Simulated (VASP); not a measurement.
An input for Ansatz (written as the equivalent of a VASP run, and not itself run):

Ansatz 0.2 input:
```yaml
crystal:
  lattice:
    - [-2.0105959, 2.0105959, 2.0105959]
    - [2.0105959, -2.0105959, 2.0105959]
    - [2.0105959, 2.0105959, -2.0105959]
  atoms:
    - { symbol: Rb, position: [0.0000000, 1.0000000, 0.0000000] }
kpoints:
  mp_grid: { grid: [8, 8, 8] }
hamiltonian:
  xc: pbe
  pseudopotentials: { kind: paw }
scf:
  occupations: { method: methfessel_paxton, width: 0.1 }
  max_iter: 100
relax:
  max_steps: 40
  f_tol: 0.01
  cell: { p_target: 15 }
output: { forces: true, stress: true, eigenvalues: true }
```

Translate this input to VASP (INCAR, KPOINTS, POSCAR, choice of POTCAR).

Several could match; the one computed here: 
**INCAR**
```
SYSTEM = Rb
PREC = Accurate
ENCUT = 480
EDIFF = 1E-7
NELM = 100
ALGO = Normal
LREAL = .FALSE.
LASPH = .TRUE.
ISMEAR = 1
SIGMA = 0.1
GGA = PE
LMAXMIX = 4
LWAVE = .FALSE.
LCHARG = .FALSE.
ISIF = 3
IBRION = 2
NSW = 40
EDIFFG = -0.01
PSTRESS = 150
```

### KPOINTS
```
Automatic mesh
0
Gamma
8 8 8
0 0 0
```

File POSCAR:
```
Rb
1.0
 -2.0105959093   2.0105959093   2.0105959093
  2.0105959093  -2.0105959093   2.0105959093
  2.0105959093   2.0105959093  -2.0105959093
Rb
1
Cart
  2.0105959093  -2.0105959093   2.0105959093
```

POTCAR, in this order: Rb_sv (PBE.64 set). Program: vasp_std.

What does not carry over: each code has its own PAW files, so the cut-off isn't converted (ENCUT is set for VASP's; basis.ecutwfc is left out, and Ansatz then takes the one that its files recommend); Ansatz stops its SCF on the density residual and VASP on the energy change (EDIFF).

The compound is Rb in the bcc structure. It was relaxed first under an external pressure of 15 GPa.
